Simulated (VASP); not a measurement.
Output of a VASP run:

### OUTCAR
```
 ion  position               nearest neighbor table
   1  0.000  0.000  0.000-   2 2.46   2 2.46   2 2.46   2 2.46
   2  0.250  0.250  0.250-   1 2.46   1 2.46   1 2.46   1 2.46
  LATTYP: Found a face centered cubic cell.
 ALAT       =     5.6700000000
 Subroutine PRICEL returns:
 Original cell was already a primitive cell.
 Subroutine GETGRP returns: Found 24 space group operations
The static configuration has the point symmetry T_d .
The dynamic configuration has the point symmetry T_d .
 Subroutine INISYM returns: Found 24 space group operations
 Subroutine IBZKPT returns following result:
 Found     20 irreducible k-points:

 Following reciprocal coordinates:
            Coordinates               Weight
  0.000000  0.000000  0.000000      1.000000
  0.142857  0.000000  0.000000      8.000000
  0.285714  0.000000  0.000000      8.000000
  0.428571  0.000000  0.000000      8.000000
  0.142857  0.142857  0.000000      6.000000
  0.285714  0.142857  0.000000     24.000000
  0.428571  0.142857  0.000000     24.000000
 -0.428571  0.142857  0.000000     24.000000
 -0.285714  0.142857  0.000000     24.000000
 -0.142857  0.142857  0.000000     12.000000
  0.285714  0.285714  0.000000      6.000000
  0.428571  0.285714  0.000000     24.000000
 -0.428571  0.285714  0.000000     24.000000
 -0.285714  0.285714  0.000000     12.000000
  0.428571  0.428571  0.000000      6.000000
 -0.428571  0.428571  0.000000     12.000000
  0.428571  0.285714  0.142857     24.000000
 -0.428571  0.285714  0.142857     48.000000
 -0.428571  0.428571  0.142857     24.000000
 -0.285714  0.428571  0.142857     24.000000
   k-points           NKPTS =     20   k-points in BZ     NKDIM =     20   number of bands    NBANDS=     13
   number of dos      NEDOS =    301   number of ions     NIONS =      2
   total plane-waves  NPLWV =  27000
   dimension x,y,z NGX =    30 NGY =   30 NGZ =   30
   dimension x,y,z NGXF=    60 NGYF=   60 NGZF=   60
   ions per type =               1   1
   PREC   = accura    normal or accurate (medium, high low for compatibility)
   ISTART =      0    job   : 0-new  1-cont  2-samecut
   ICHARG =      2    charge: 1-file 2-atom 10-const
   ISPIN  =      1    spin polarized calculation?
   LNONCOLLINEAR =      F non collinear calculations
   LSORBIT =      F    spin-orbit coupling
   INIWAV =      1    electr: 0-lowe 1-rand  2-diag
   ENCUT  =  520.0 eV  38.22 Ry    6.18 a.u.   7.45  7.45  7.45*2*pi/ulx,y,z
   NELM   =    100;   NELMIN=  2; NELMDL= -5     # of ELM steps
   EDIFF  = 0.1E-05   stopping-criterion for ELM
   LREAL  =      F    real-space projection
   NLSPLINE    = F    spline interpolate recip. space projectors
   LMAXMIX     =    4 max onsite mixed and CHGCAR
   VOSKOWN=      0    Vosko Wilk Nusair interpolation
   EDIFFG = -.1E-01   stopping-criterion for IOM
   NSW    =     60    number of steps for IOM
   NBLOCK =      1;   KBLOCK =     60    inner block; outer block
   IBRION =      2    ionic relax: 0-MD 1-quasi-New 2-CG
   NFREE  =      1    steps in history (QN), initial steepest desc. (CG)
   ISIF   =      3    stress and relaxation
   ISYM   =      2    0-nonsym 1-usesym 2-fastsym
   TEIN   =    0.0    initial temperature
   TEBEG  =    0.0;   TEEND  =   0.0 temperature during run
   SMASS  =  -3.00    Nose mass-parameter (am)
   PSTRESS=    0.0 pullay stress
   NELECT =      18.0000    total number of electrons
   EFERMI =   0.00;   METHOD = LEGACY
   ISMEAR =     0;   SIGMA  =   0.05  broadening in eV -4-tet -1-fermi 0-gaus
   IALGO  =     38    algorithm
   LDIAG  =      T    sub-space diagonalisation (order eigenvalues)
   IMIX   =      4    mixing-type and parameters
     AMIX     =   0.40;   BMIX     =  1.00
     AMIX_MAG =   1.60;   BMIX_MAG =  1.00
     AMIN     =   0.10
   GGA     = RP    functional components
   VOSKOWN =     0    Vosko Wilk Nusair interpolation
   LHFCALC =     F    Hartree Fock is set to
   LHFONE  =     F    Hartree Fock one center treatment
...
```

**OSZICAR**
```
       N       E                     dE             d eps       ncg     rms          rms(c)
DAV:   1     0.827000687429E+02    0.82700E+02   -0.90921E+03   520   0.157E+03
DAV:   2    -0.376478960010E+00   -0.83077E+02   -0.79289E+02   545   0.268E+02
DAV:   3    -0.556039541842E+01   -0.51839E+01   -0.51589E+01   650   0.682E+01
DAV:   4    -0.560825298322E+01   -0.47858E-01   -0.47847E-01   570   0.695E+00
DAV:   5    -0.560851692520E+01   -0.26394E-03   -0.26394E-03   630   0.487E-01    0.512E+00
DAV:   6    -0.535498147664E+01    0.25354E+00   -0.61848E-01   742   0.271E+01    0.384E+00
DAV:   7    -0.534127105439E+01    0.13710E-01   -0.19723E-01   560   0.427E+00    0.157E+00
DAV:   8    -0.534420571335E+01   -0.29347E-02   -0.56227E-03   595   0.686E-01    0.485E-01
DAV:   9    -0.534531104941E+01   -0.11053E-02   -0.18271E-03   550   0.336E-01    0.781E-02
DAV:  10    -0.534555815276E+01   -0.24710E-03   -0.30092E-04   598   0.139E-01    0.208E-02
DAV:  11    -0.534560869081E+01   -0.50538E-04   -0.96878E-05   545   0.745E-02    0.778E-03
DAV:  12    -0.534561417484E+01   -0.54840E-05   -0.10836E-05   610   0.293E-02    0.657E-03
DAV:  13    -0.534561451339E+01   -0.33855E-06   -0.21323E-06   529   0.147E-02
   1 F= -.53456145E+01 E0= -.53456145E+01  d E =-.534561E+01
       N       E                     dE             d eps       ncg     rms          rms(c)
DAV:   1    -0.683684446415E+01   -0.14912E+01   -0.21518E+01   610   0.106E+02    0.851E+00
DAV:   2    -0.560709685576E+01    0.12297E+01   -0.34091E+00   610   0.415E+01    0.337E+00
DAV:   3    -0.542616529808E+01    0.18093E+00   -0.25514E-01   633   0.780E+00    0.164E+00
DAV:   4    -0.539350751877E+01    0.32658E-01   -0.43412E-02   560   0.264E+00    0.466E-01
DAV:   5    -0.539064088367E+01    0.28666E-02   -0.10401E-02   620   0.310E+00    0.184E-01
DAV:   6    -0.539004529337E+01    0.59559E-03   -0.47979E-03   610   0.187E+00    0.469E-02
DAV:   7    -0.539011199227E+01   -0.66699E-04   -0.32342E-04   590   0.178E-01    0.227E-02
DAV:   8    -0.539011899236E+01   -0.70001E-05   -0.25804E-05   551   0.596E-02    0.345E-03
DAV:   9    -0.539012001165E+01   -0.10193E-05   -0.67293E-06   605   0.318E-02    0.194E-03
DAV:  10    -0.539012022145E+01   -0.20980E-06   -0.66885E-07   380   0.106E-02
   2 F= -.53901202E+01 E0= -.53901202E+01  d E =-.445057E-01
       N       E                     dE             d eps       ncg     rms          rms(c)
DAV:   1    -0.544561326878E+01   -0.55493E-01   -0.72175E-01   620   0.169E+01    0.166E+00
DAV:   2    -0.539917107947E+01    0.46442E-01   -0.17848E-01   615   0.121E+01    0.594E-01
DAV:   3    -0.539363485079E+01    0.55362E-02   -0.62376E-03   545   0.786E-01    0.281E-01
DAV:   4    -0.539236366748E+01    0.12712E-02   -0.97262E-04   598   0.360E-01    0.119E-01
DAV:   5    -0.539220040848E+01    0.16326E-03   -0.24669E-04   742   0.287E-01    0.959E-03
DAV:   6    -0.539220208303E+01   -0.16746E-05   -0.63111E-05   570   0.129E-01    0.106E-02
DAV:   7    -0.539220273375E+01   -0.65071E-06   -0.10048E-05   580   0.517E-02    0.590E-03
DAV:   8    -0.539220260894E+01    0.12481E-06   -0.20792E-06   330   0.295E-02
   3 F= -.53922026E+01 E0= -.53922026E+01  d E =-.465881E-01
```

OUTCAR:
```
------------------------ aborting loop because EDIFF is reached ----------------------------------------
  FORCE on cell =-STRESS in cart. coord.  units (eV):
  Direction    XX          YY          ZZ          XY          YZ          ZX
  --------------------------------------------------------------------------------------
  Total        0.0051071      0.0051071      0.0051071      0.0000000      0.0000000      0.0000000
  in kB        0.1666342      0.1666342      0.1666342      0.0000000      0.0000000      0.0000000
  external PRESSURE =       0.1666342 kB  Pullay stress =       0.0000000 kB
  volume of cell :       49.10
      direct lattice vectors                 reciprocal lattice vectors
     0.000000000  2.906464612  2.906464612    -0.172030307  0.172030307  0.172030307
     2.906464612 -0.000000000  2.906464612     0.172030307 -0.172030307  0.172030307
     2.906464612  2.906464612  0.000000000     0.172030307  0.172030307 -0.172030307
  FREE ENERGIE OF THE ION-ELECTRON SYSTEM (eV)
  ---------------------------------------------------
  free  energy   TOTEN  =        -5.3922026089 eV

  energy  without entropy=       -5.3922026089  energy(sigma->0) =       -5.39220261

 reached required accuracy - stopping structural energy minimisation
```
(Selected blocks of OUTCAR.)

POSCAR:
```
ZnSe
1
    0.0000000000     2.8350000000     2.8350000000
    2.8350000000     0.0000000000     2.8350000000
    2.8350000000     2.8350000000     0.0000000000
Zn Se
1 1
Direct
  0.0000000000   0.0000000000   0.0000000000
  0.2500000000   0.2500000000   0.2500000000
```

Problem. Write an INCAR and KPOINTS that could have produced this output.

Solution. One answer among several that fit: the input of the run itself, RPBE GGA, plane waves, VASP's PBE PAW potentials (set 64).

KPOINTS:
```
Regular mesh
0
G
  7 7 7
0 0 0
```

**INCAR**
```
GGA=RP
IBRION=2   # conjugate gradients
LREAL=.FALSE.
ENCUT=520
EDIFFG=-0.01
LWAVE=.FALSE.
NSW=60
PREC=Accurate
LASPH=.TRUE.
SYSTEM=ZnSe
EDIFF=1E-6
ISIF=3   # ions, shape and volume
NELM=100
ISMEAR=0   # Gaussian
ALGO=Normal   # blocked Davidson
LCHARG=.FALSE.
SIGMA=0.05
LMAXMIX=4   # l cut-off of mixed one-centre charges
```

POTCAR, in this order: Zn Se (PBE.64 set). Program: vasp_std.

Energy and stress use the plane-wave basis of the starting cell.

The compound is ZnSe in the zinc blende structure. This run relaxes it. Symmetry was kept, so distortions that lower it aren't found.
